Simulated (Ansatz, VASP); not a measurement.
## ZnS (Wurtzite-2H): VASP beside Ansatz

One calculation is typed for both programs; each brings its own data sets. How far apart do they land? Of the first pair: The structure shown is the end of the Ansatz relaxation below.

Method: plane waves, with VASP 6.6.1 beside it; single point at LDA, in Ansatz 0.2.0.

## 1. The structure

Symmetry: P6_3mc, No. 186, hexagonal system. The conventional cell has a = 3.712 Å, b = 3.712 Å, c = 6.105 Å, α = 90.00°, β = 90.00°, γ = 120.00°. S has 4 Zn at 2.28 Å nearest. Nearest to Zn lie 4 S at 2.28 Å. Farther neighbours and most contacts between anions are not listed.

## 2. Ansatz: relaxation, LDA

Ansatz runs on its PAW soft_1 files.

This run makes the geometry at which the two programs are then compared.

The input, input.yaml:

```yaml
crystal:
  lattice:
    - [3.7130687634, 0.0, 0.0]
    - [-1.8565343817, 3.2156118751, 0.0]
    - [0.0, 0.0, 6.1016166405]
  atoms:
    - { symbol: S, position: [0.3333333333, 0.6666666667, 0.3794072644] }
    - { symbol: S, position: [0.6666666667, 0.3333333333, 0.8794072644] }
    - { symbol: Zn, position: [0.3333333333, 0.6666666667, 0.0055927356] }
    - { symbol: Zn, position: [0.6666666667, 0.3333333333, 0.5055927356] }
kpoints:
  mp_grid: { grid: [12, 12, 8] }
hamiltonian:
  xc: lda
  pseudopotentials: { kind: paw, azcp: { folder: soft_1 }, xc_functional: pbe }
scf:
  occupations: { method: fixed }
output:
  forces: true
  stress: true
  eigenvalues: true
relax:
  adjacent_minimum: "off"
  f_tol: 0.001
  max_steps: 60
  cell: { stress_tol: 0.01, fix: [volume] }
```

Command:

```console
ansatz run input.yaml --threads 8 --pin off --max-ram 16384MiB --backend cpu --events-out ev --progress --plain --runs-dir out
```

Numbers of over 12 decimals in the logs are rounded to 6 here.

The program printed:

```text
Engine: ansatz 0.2.0, aarch64-unknown-linux-gnu
Pseudopotentials: kind: paw
Pseudopotential: S, paw, valence charge 6, recommended cutoff 420 eV (normal), soft_1/S.paw.azcp
Pseudopotential: Zn, paw, valence charge 12, recommended cutoff 420 eV (normal), soft_1/Zn.paw.azcp
Functional definition: SPW92
  exchange = slater_x
  correlation = pw_c
Crystal: 4 atoms, lattice volume = 72.852 Å³
Basis set: ecut = 420 eV, 1401 PW (Γ)
Bands: 22, of which v1, the nominal top of the filled ones, is band 18 counted from 1 (17 counted from 0)
Symmetry: 12 space group operations
Space group: P63mc (ITA 186), of the structure as read, at distance tolerance 4.2e-5 Å
k-points: 95 of 1152 (time reversal used)
Non-local potential: S, projectors of the file, l = 0: 2, l = 1: 2, l = 2: 1
Non-local potential: Zn, projectors of the file, l = 0: 2, l = 1: 2, l = 2: 3, l = 3: 1
PAW form: soft (Blöchl's): semilocal exchange-correlation on the pseudo side does not see the compensation charge
PAW frozen core: S, regenerated for the run's functional, and the local potential with it (the file was generated under x = pbe(κ = 0.804, μ = 0.219515), c = pbe(β = 0.066725))
PAW frozen core: Zn, regenerated for the run's functional, and the local potential with it (the file was generated under x = pbe(κ = 0.804, μ = 0.219515), c = pbe(β = 0.066725))
PAW one-centre angular grid: S, 110 points (default); XC on 64 Gauss nodes
PAW one-centre angular grid: Zn, 590 points (default); XC on 64 Gauss nodes
Initial density: superposition of atomic densities (chi_scale 0.1, normalization cell, long waves kept (reshape's long-wave potential 0.00 eV rms))
Initial wavefunctions: pseudopotential atomic-orbital guess
Functional: x = slater, c = lda
SCF iter   1: F=—  HF=-8235.076367 eV  |F-HF|=—  |Δ(HF+E_count)|=         —  Δρ=3.83e-2  dr2=6.82e-1  ethr=3.10e-3  ⟨swp⟩=5.0  Hψ=10310  notcnv=0  defer=181
preconditioner: auto → Resta (q_TF=auto, 2.426 Å⁻¹)  ε∞=6.3  [insulator: Δε(μ)=2.544 eV  Ē_g=11.286 eV  n_scr=22 (ndim 8)  ℏωp=26.1 eV  f_vac=0.001  ε∞_Penn≈6.3]
SCF iter   2: F=—  HF=-8234.915141 eV  |F-HF|=—  |Δ(HF+E_count)|=   1.61e-1  Δρ=1.63e-2  dr2=1.56e-1  ethr=1.89e-3  ⟨swp⟩=2.9  Hψ=4512  notcnv=0  defer=186
SCF iter   3: F=—  HF=-8234.882204 eV  |F-HF|=—  |Δ(HF+E_count)|=   3.29e-2  Δρ=1.05e-2  dr2=5.33e-2  ethr=4.33e-4  ⟨swp⟩=2.1  Hψ=3810  notcnv=0  defer=185
SCF iter   4: F=—  HF=-8234.863985 eV  |F-HF|=—  |Δ(HF+E_count)|=   1.82e-2  Δρ=3.04e-3  dr2=4.35e-3  ethr=1.48e-4  ⟨swp⟩=2.0  Hψ=4565  notcnv=0  defer=186
SCF iter   5: F=—  HF=-8234.864175 eV  |F-HF|=—  |Δ(HF+E_count)|=   1.90e-4  Δρ=5.10e-4  dr2=2.01e-4  ethr=1.21e-5  ⟨swp⟩=2.2  Hψ=3652  notcnv=0  defer=187
SCF iter   6: F=—  HF=-8234.864243 eV  |F-HF|=—  |Δ(HF+E_count)|=   6.73e-5  Δρ=2.37e-4  dr2=3.53e-5  ethr=5.58e-7  ⟨swp⟩=2.8  Hψ=3653  notcnv=0  defer=178
SCF iter   7: F=—  HF=-8234.864250 eV  |F-HF|=—  |Δ(HF+E_count)|=   7.53e-6  Δρ=5.89e-5  dr2=1.14e-6  ethr=9.81e-8  ⟨swp⟩=2.6  Hψ=3776  notcnv=0  defer=3
SCF iter   8: F=—  HF=-8234.864251 eV  |F-HF|=—  |Δ(HF+E_count)|=   9.88e-7  Δρ=1.61e-5  dr2=1.14e-7  ethr=3.18e-9  ⟨swp⟩=2.7  Hψ=3862  notcnv=0  defer=3
SCF iter   9: F=-8234.864251 eV  HF=-8234.864251 eV  |F-HF|=6.91e-11  |Δ(HF+E_count)|=   2.50e-8  Δρ=1.54e-6  dr2=2.21e-9  ethr=2.78e-10  ⟨swp⟩=8.0  Hψ=11755  notcnv=0
SCF 1 converged in 9 iterations: F = -8234.864251 eV  dr2 = 2.21e-9
  greatest PAW one-centre occupation: 0.983 electrons in one spin orbital (limit 2), on the Zn atom at site 2 (counted from 0), in its partial waves of l = 2
relax step   1: F+E_penalty+E_count = -8234.86425113 eV  Δ(F+E_penalty+E_count) = +0.000e0 eV  max|allowed force component| = 5.353e-3 eV/Å  Δτ_max = 0.0000 Å  P = +1.816 GPa  Ω = 72.852 Å³  fix = [volume]  reactions: volume +1.816 GPa  (9 SCF iters, dr2 threshold 1.00e-7 eV, accepted)
[...]
relax step   2: F+E_penalty+E_count = -8234.86426389 eV  Δ(F+E_penalty+E_count) = -1.277e-5 eV  max|allowed force component| = 3.924e-3 eV/Å  Δτ_max = 0.0005 Å  P = +1.814 GPa  Ω = 72.852 Å³  energy of the carried Pulay correction = +7.455e-17 eV  fix = [volume]  reactions: volume +1.814 GPa  (4 SCF iters, dr2 threshold 2.59e-9 eV, accepted)
[...]
relax step   3: F+E_penalty+E_count = -8234.86426592 eV  Δ(F+E_penalty+E_count) = -2.028e-6 eV  max|allowed force component| = 2.149e-3 eV/Å  Δτ_max = 0.0003 Å  P = +1.813 GPa  Ω = 72.852 Å³  energy of the carried Pulay correction = +2.889e-16 eV  fix = [volume]  reactions: volume +1.813 GPa  (5 SCF iters, dr2 threshold 9.62e-10 eV, accepted)
[...]
relax step   4: F+E_penalty+E_count = -8234.86426660 eV  Δ(F+E_penalty+E_count) = -6.756e-7 eV  max|allowed force component| = 7.386e-5 eV/Å  Δτ_max = 0.0001 Å  P = +1.812 GPa  Ω = 72.852 Å³  energy of the carried Pulay correction = +2.330e-16 eV  fix = [volume]  reactions: volume +1.812 GPa  (4 SCF iters, dr2 threshold 5.28e-10 eV, accepted)
[...]
relax step   5: F+E_penalty+E_count = -8234.86426683 eV  Δ(F+E_penalty+E_count) = -2.313e-7 eV  max|allowed force component| = 7.455e-5 eV/Å  Δτ_max = 0.0000 Å  P = +1.812 GPa  Ω = 72.852 Å³  fix = [volume]  reactions: volume +1.812 GPa  stress off target by 5.53e-4 GPa on what of the cell is left free  SCF on the basis re-selected at this cell (its energy is not comparable with the rows above)  (6 SCF iters)
basis re-selected at this cell: Δ(F+E_penalty+E_count) = -2.313e-7 eV, ΔP = +0.000 GPa vs the last step (what re-selecting the basis moved, of the pressure what is left beyond the Pulay correction that the steps carried, after the strain that the cell walked since its last selection, with what the two solves' SCF thresholds leave and, on support functions, any second-order correction that the steps lacked; it is no m [...]
SCF converged after 6 iterations
Free energy (F): -8234.864267 eV
Harris-Foulkes:  -8234.864267 eV  (|F-HF|=3.64e-12)
Internal energy: -8234.864267 eV  (E = F + TS)
E sigma→0 (E₀):  -8234.864267 eV
Fermi energy:    6.599699 eV
--- Per-component energies (eV) ---
  E_band       = 24.115224
  E_kinetic    = 513.188966
  E_local      = -4446.349695  (includes V_loc(G=0)·N_el)
  E_nonlocal   = 1714.810556
  E_hartree    = 1689.695730
  E_xc         = -334.333179
  E_vxc        = -272.272213  (∫ρ·V_xc dr)
  E_paw        = -4803.839214  (= ΣΔE_a)
  E_vpaw       = -864.653352  (= ΣTr[D̂ρ^β])
  E_aug_tail   = -0.000501  (compensation charges beyond the density's cutoff)
  E_ewald      = -2571.457612
  E_core_change = 3.420682  (= ΣΔE_core)
  E_smearing   = -0.000000  (= −TS)
  E_closure    = -0.000000  (closes the sum)
  Σ components = -8234.864267   (vs F -8234.864267, Δ=0.00e0)
--- Forces (eV/Å), atoms counted from 1 ---
  atom   1  S     -0.00000000     0.00000000     0.00007456
  atom   2  S     -0.00000000    -0.00000000     0.00007456
  atom   3  Zn    -0.00000000     0.00000000    -0.00007454
  atom   4  Zn     0.00000000    -0.00000000    -0.00007454
  max |Σ_I F_I| component: 2.91e-8 eV/Å
--- Stress (GPa, compression-positive) ---
        1.812208       0.000000       0.000000
        0.000000       1.812208       0.000000
       -0.000000       0.000000       1.813037
  P = ⅓ Tr σ = 1.8125 GPa (18.125 kbar)
--- Band table (eV; the first three rows and the last of 95) ---
  k-point 0: bands = [... 14 lower, 5.5780, 6.4872, 6.5997, 6.5997, 8.8766, 9.6305, 12.6721, 12.6721]
  k-point 1: bands = [... 14 lower, 5.6133, 6.1024, 6.5564, 6.5564, 9.2118, 9.6710, 12.6950, 12.6950]
  k-point 2: bands = [... 14 lower, 5.7150, 5.7150, 6.4354, 6.4354, 9.7888, 9.8086, 12.6256, 12.7735]
  k-point 94: bands = [... 14 lower, 3.1123, 3.1123, 5.0336, 5.0336, 10.9698, 10.9698, 12.6628, 12.6628]
--- Relaxed structure (4 steps of the walk, 4 accepted, 1 SCFs on fresh bases) ---
  F+E_penalty+E_count = -8234.86426683 eV   max|allowed force component| = 7.455e-5 eV/Å   (the final SCF, on the basis selected at the relaxed cell)
  cell:  # Å, volume = 72.8520 Å³
    - [3.712047, 0, 0]
    - [-1.856024, 3.214727, 0]
    - [0, 0, 6.104975]
  atoms:
    - { symbol: S, position: [0.333333, 0.666667, 0.379262] }
    - { symbol: S, position: [0.666667, 0.333333, 0.879262] }
    - { symbol: Zn, position: [0.333333, 0.666667, 0.00573756] }
    - { symbol: Zn, position: [0.666667, 0.333333, 0.505738] }
```

## 3. VASP: single point, LDA, relaxed cell, pair 1

The same cell, functional (in two slightly different forms) and mesh now go to VASP, with its own data sets.

Lines of VASP's logs that name or quote its potential files are left out, and so is its time.

The input, INCAR:

```
SYSTEM = ZnS
PREC = Accurate
ENCUT = 500
EDIFF = 1E-06
NELM = 120
ISMEAR = 0
SIGMA = 0.01
LREAL = .FALSE.
ALGO = Normal
GGA = PW92
NBANDS = 24
LORBIT = 11
LWAVE = .FALSE.
LCHARG = .FALSE.
ISIF = 2
LASPH = .TRUE.
GGA_COMPAT = .FALSE.
EFERMI = MIDGAP
KPAR = 2
```

The input, POSCAR:

```
ZnS
1.0
    3.7120473593      0.0000000000      0.0000000000
   -1.8560236796      3.2147273132      0.0000000000
    0.0000000000      0.0000000000      6.1049749349
S Zn
2 2
Direct
    0.3333333334      0.6666666668      0.3792624356
    0.6666666668      0.3333333334      0.8792624356
    0.3333333334      0.6666666668      0.0057375644
    0.6666666668      0.3333333334      0.5057375644
```

The input, KPOINTS:

```
Automatic mesh
0
Gamma
12 12 8
0 0 0
```

Potentials, in the order of the species: S and Zn (LDA family, release 64).

Command:

```console
mpirun -np 2 vasp_std
```

The program printed:

```text
[banner, memory and clock lines left out]
running    2 mpi-ranks, on    1 nodes
 distrk:  each k-point on    1 cores,    2 groups
 distr:  one band on    1 cores,    1 groups

 POSCAR found type information on POSCAR S Zn
 POSCAR found :  2 types and       4 ions
|                                                                             |
|               ----> ADVICE to this user running VASP <----                  |
|                                                                             |
|     You enforced a specific xc type in the INCAR file but a different       |
|     [... a line on the potential file left out ...]
|     I HOPE YOU KNOW WHAT YOU ARE DOING!                                     |
|                                                                             |

 LDA part: xc-table for (Slater(with rela. corr.)+PW92), standard interpolation
 POSCAR, INCAR and KPOINTS ok, starting setup
 FFT: planning ... GRIDC
 FFT: planning ... GRID_SOFT
 FFT: planning ... GRID
 WAVECAR not read
 entering main loop
       N       E                     dE             d eps       ncg     rms          rms(c)
DAV:   1     0.232328940829E+03    0.23233E+03   -0.17153E+04  4568   0.181E+03
DAV:   2     0.348287129729E+01   -0.22885E+03   -0.22130E+03  4872   0.363E+02
DAV:   3    -0.168562746656E+02   -0.20339E+02   -0.20239E+02  5624   0.111E+02
DAV:   4    -0.172716655830E+02   -0.41539E+00   -0.41511E+00  5464   0.165E+01
DAV:   5    -0.172794239267E+02   -0.77583E-02   -0.77577E-02  5704   0.213E+00    0.113E+01
DAV:   6    -0.164159914006E+02    0.86343E+00   -0.19173E+00  6648   0.429E+01    0.845E+00
DAV:   7    -0.164133273493E+02    0.26641E-02   -0.17370E+00  5024   0.796E+00    0.335E+00
DAV:   8    -0.163897449203E+02    0.23582E-01   -0.66448E-02  6248   0.232E+00    0.103E+00
DAV:   9    -0.163881229295E+02    0.16220E-02   -0.19498E-02  6368   0.174E+00    0.293E-01
DAV:  10    -0.163881574212E+02   -0.34492E-04   -0.59279E-04  5632   0.334E-01    0.164E-01
DAV:  11    -0.163881782839E+02   -0.20863E-04   -0.76191E-05  5664   0.921E-02    0.727E-02
DAV:  12    -0.163881759526E+02    0.23313E-05   -0.10428E-05  6016   0.363E-02    0.845E-03
DAV:  13    -0.163881760940E+02   -0.14141E-06   -0.42063E-07  3192   0.452E-03
   1 F= -.16388176E+02 E0= -.16388176E+02  d E =0.000000E+00
```

From OUTCAR (step 3):

```text
ion  position               nearest neighbor table
   1  0.333  0.667  0.379-   4 2.28   4 2.28   4 2.28   3 2.28
   2  0.667  0.333  0.879-   3 2.28   3 2.28   3 2.28   4 2.28
   3  0.333  0.667  0.006-   2 2.28   2 2.28   2 2.28   1 2.28
   4  0.667  0.333  0.506-   1 2.28   1 2.28   1 2.28   2 2.28

  LATTYP: Found a hexagonal cell.
 ALAT       =     3.7120473593
 C/A-ratio  =     1.6446382128

 Subroutine GETGRP returns: Found 12 space group operations
 (whereof  6 operations were pure point group operations)

The static configuration has the point symmetry C_3v.
 The point group associated with its full space group is C_6v.

 Found     95 irreducible k-points:

   k-points           NKPTS =     95   k-points in BZ     NKDIM =     95   number of bands    NBANDS=     24

   dimension x,y,z NGX =    28 NGY =   28 NGZ =   48
   dimension x,y,z NGXF=    56 NGYF=   56 NGZF=   96

   ENCUT  =  500.0 eV  36.75 Ry    6.06 a.u.   6.77  6.77 11.13*2*pi/ulx,y,z

   NELECT =      36.0000    total number of electrons

 k-points in reciprocal lattice and weights: Automatic mesh
   0.00000000  0.00000000  0.00000000       0.001
   0.08333333 -0.00000000  0.00000000       0.005
   0.16666667 -0.00000000  0.00000000       0.005
   0.25000000 -0.00000000  0.00000000       0.005
   0.33333333 -0.00000000  0.00000000       0.005
   0.41666667 -0.00000000  0.00000000       0.005
   0.50000000 -0.00000000  0.00000000       0.003
   0.08333333  0.08333333  0.00000000       0.005
   0.16666667  0.08333333  0.00000000       0.010
[...]
0.33333333  0.25000000  0.50000000       0.010
   0.33333333  0.33333333  0.50000000       0.002

 average (electrostatic) potential at core
       1 -88.6015       2 -88.6015       3 -36.9162       4 -36.9162

 E-fermi :   3.9037

 k-point     1 :       0.0000    0.0000    0.0000
  band No.  band energies     occupation
    ...
     14       1.7235      2.00000
     15       1.7235      2.00000
     16       2.6311      2.00000
     17       2.7435      2.00000
     18       2.7435      2.00000
     19       5.0639      0.00000
     20       5.8089      0.00000
     21       8.8551      0.00000
     22       8.8551      0.00000
     23       9.0896      0.00000
    ...

 k-point     2 :       0.0833   -0.0000    0.0000
  band No.  band energies     occupation
    ...
     14       1.2871      2.00000
     15       1.5926      2.00000
     16       2.2593      2.00000
     17       2.5631      2.00000
     18       2.6753      2.00000
     19       5.4944      0.00000
     20       6.2029      0.00000
     21       8.5977      0.00000
     22       9.0091      0.00000
     23       9.2631      0.00000
    ...

 k-point     3 :       0.1667   -0.0000    0.0000
  band No.  band energies     occupation
    ...
     14       0.3545      2.00000
     15       1.2687      2.00000
     16       1.3342      2.00000
     17       2.3468      2.00000
     18       2.4844      2.00000
     19       6.2191      0.00000
     20       6.7732      0.00000
     21       8.3672      0.00000
     22       9.3572      0.00000
     23       9.3835      0.00000
    ...

  Total        0.9163804      0.9163804      0.9239539      0.0000000     -0.0000000      0.0000000
  in kB       20.1532377     20.1532377     20.3197964      0.0000000     -0.0000000      0.0000000
  external PRESSURE =      20.2087573 kB  Pullay stress =       0.0000000 kB

  energy-cutoff  :      500.00
  volume of cell :       72.85
      direct lattice vectors                 reciprocal lattice vectors
     3.712047359  0.000000000  0.000000000     0.269393115  0.155534187  0.000000000
    -1.856023680  3.214727313  0.000000000     0.000000000  0.311068375  0.000000000
     0.000000000  0.000000000  6.104974935     0.000000000  0.000000000  0.163800836

 POSITION                                       TOTAL-FORCE (eV/Angst)
 -----------------------------------------------------------------------------------
      0.00000      2.14315      2.31539         0.000000     -0.000000     -0.000125
      1.85602      1.07158      5.36788        -0.000000      0.000000     -0.000125
      0.00000      2.14315      0.03503        -0.000000     -0.000000      0.000125
      1.85602      1.07158      3.08752        -0.000000     -0.000000      0.000125
 -----------------------------------------------------------------------------------
    total drift:                               -0.000001     -0.000001      0.000367

  FREE ENERGIE OF THE ION-ELECTRON SYSTEM (eV)
  ---------------------------------------------------
  free  energy   TOTEN  =       -16.3881760940 eV

  energy  without entropy=      -16.3881760940  energy(sigma->0) =      -16.38817609

 total charge
# of ion       s       p       d       tot
------------------------------------------
    1        1.312   2.457   0.000   3.768
    2        1.312   2.457   0.000   3.768
    3        0.555   0.559   9.808  10.923
    4        0.555   0.559   9.808  10.923
--------------------------------------------------
tot          3.733   6.033  19.617  29.383

[... 3 further parts left out ...]
```

The run ends at a pressure of 2.02 GPa, with forces up to 1.3e-4 eV/Å.

## 4. Side by side

Known differences besides the potentials themselves: fixed occupations in Ansatz, narrow Gaussian smearing in VASP; the cutoff is 420 eV in Ansatz and 500 eV in VASP; VASP's log shows a relativistic correction to its local exchange, Ansatz's none; Ansatz's pressure holds a Pulay correction, VASP's none. Total energies have different zeros and are not compared.

Both answers:

```csv
quantity,Ansatz,VASP,difference
pressure (GPa),1.81,2.02,-0.21
gap on the k mesh (eV),2.277,2.320,-0.043
```

A gap on the mesh is an upper bound, since the band edges may lie between its points.

## 5. Ansatz: relaxation, LDA

The two programs are compared at the cell with which this relaxation starts, whose forces are those of its first step. The cell compared in this pair holds 73.60 Å³, against 72.85 Å³ for the pair before.

The structure compared here is the start of the Ansatz relaxation; VASP solves that cell, so the two are compared at the walk's first step.

input.yaml, the sections that differ from step 2:

```yaml
crystal:
  lattice:
    - [3.7185246354, 0.0, 0.0]
    - [-1.8592623177, 3.2203367988, 0.0]
    - [0.0, 0.0, 6.1458038458]
  atoms:
    - { symbol: S, position: [0.3333333333, 0.6666666667, 0.3784410344] }
    - { symbol: S, position: [0.6666666667, 0.3333333333, 0.8784410344] }
    - { symbol: Zn, position: [0.3333333333, 0.6666666667, 0.0065589656] }
    - { symbol: Zn, position: [0.6666666667, 0.3333333333, 0.5065589656] }
# kpoints, hamiltonian, scf, output, relax: as in step 2
```

Command:

```console
ansatz run input.yaml --threads 8 --pin off --max-ram 16384MiB --backend cpu --events-out ev --progress --plain --runs-dir out
```

The program printed:

```text
[...]
Crystal: 4 atoms, lattice volume = 73.595 Å³
Basis set: ecut = 420 eV, 1425 PW (Γ)
Bands: 22, of which v1, the nominal top of the filled ones, is band 18 counted from 1 (17 counted from 0)
Symmetry: 12 space group operations
[...]
k-points: 95 of 1152 (time reversal used)
[...]
--- Relaxed structure (4 steps of the walk, 4 accepted, 1 SCFs on fresh bases) ---
[...]
cell:  # Å, volume = 73.5954 Å³
    - [3.725080, 0.0, 0]
    - [-1.862540, 3.226014, 0]
    - [0, 0, 6.124191]
  atoms:
    - { symbol: S, position: [0.333333, 0.666667, 0.379341] }
    - { symbol: S, position: [0.666667, 0.333333, 0.879341] }
    - { symbol: Zn, position: [0.333333, 0.666667, 0.00565922] }
    - { symbol: Zn, position: [0.666667, 0.333333, 0.505659] }
[key lines of the parts left out:]
SCF converged after 7 iterations
Free energy (F): -8234.870493 eV
Fermi energy:    6.455433 eV
P = ⅓ Tr σ = 0.8802 GPa (8.802 kbar)
```

[end of part 1 of 2]

[Lines on the potential files, build, host, timing and source positions are cut from VASP's logs without a mark.]

[Logs are printed without paths, hosts, clocks, repeated set-up lines and the standing remarks that a program may print on its own settings, such as how far it seeks lower states.]

[Hosts, paths, dates, database ids (printed as entryN), source tags and the programs' standing remarks are cut or masked in the printed files.]
